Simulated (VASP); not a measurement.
The system is Sr2Re.

```
Sr Re
1.0
     0.00000    3.29952    3.29952
     3.29952    0.00000    3.29952
     3.29952    3.29952    0.00000
Sr Re
2 1
Cartesian
  1.6498 1.6498 1.6498
  3.2995 3.2995 3.2995
  0.0000 0.0000 0.0000
```

The cell was built by a generator and needn't be a form met in nature.

| Quantity | Value |
| --- | --- |
| Program | VASP 6.6.1 |
| Task | relaxation of cell and atoms |
| Functional | PBE |
| Potentials or basis | VASP PAW PBE potentials, release 64 (Sr_sv, Re) |
| Cutoff | 600 eV |
| k mesh | 7 × 7 × 7 |
| Occupations | methfessel-paxton, width 0.1 eV |
| Spin | no spin polarisation |

At the start: pressure 15.3 GPa; volume 23.95 Å³/atom.

How do energy, volume and symmetry change on relaxing?

Over 4 steps the energy falls by 334.3 meV/atom and the volume is 33.05 Å³/atom (+38.0 %); space group F-43m (No. 216, to 0.05 Å).

Step by step:
```csv
step,energy change (eV),largest force (eV/Å),pressure (GPa),volume (Å³)
1,0.0000,0.0000,15.32,71.84
2,-1.0025,0.0000,0.20,98.38
3,-1.0028,0.0000,-0.06,99.31
4,-1.0029,0.0000,-0.01,99.14
```

Final structure:
```
Sr Re
1.0
     0.00000    3.67342    3.67342
     3.67342    0.00000    3.67342
     3.67342    3.67342    0.00000
Sr Re
2 1
Cartesian
  1.8367 1.8367 1.8367
  3.6734 3.6734 3.6734
  0.0000 0.0000 0.0000
```

Caveat: the volume moved by over 15 % at a fixed basis, so the end points are rough.
